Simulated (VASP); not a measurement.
```yaml
crystal:
  lattice:
    - [3.96518, 0.00000, 0.00000]
    - [-1.98259, 3.43395, 0.00000]
    - [0.00000, 0.00000, 6.86713]
  atoms:
    - { symbol: Hg, position: [0.00000, 0.00000, 0.00000] }
    - { symbol: Hg, position: [0.00000, 0.00000, 0.50000] }
    - { symbol: Se, position: [0.33333, 0.66667, 0.25000] }
    - { symbol: Se, position: [0.66667, 0.33333, 0.75000] }
```

All values below come from PBEsol GGA, VASP's PBE PAW potentials (set 64) (plane waves; VASP 6.6.1). Numerical set-up: 400 eV cut-off, Gaussian smearing of 0.050 eV, potentials Hg Se.

Unless said otherwise, spin-orbit coupling is left out, though it shifts the bands of the heavy elements here.

Q: Predict the band gap (along the path) with the smallest direct gap where there is one.

A: 
| Property | Value |
|---|---|
| band gap (along the path) | none (metal, semimetal or under 0.01 eV) |

The structure was generated: HgSe was put into the NiAs type type (P6_3/mmc), which need not be its known phase. It was relaxed first, which changed the volume by +20 %.
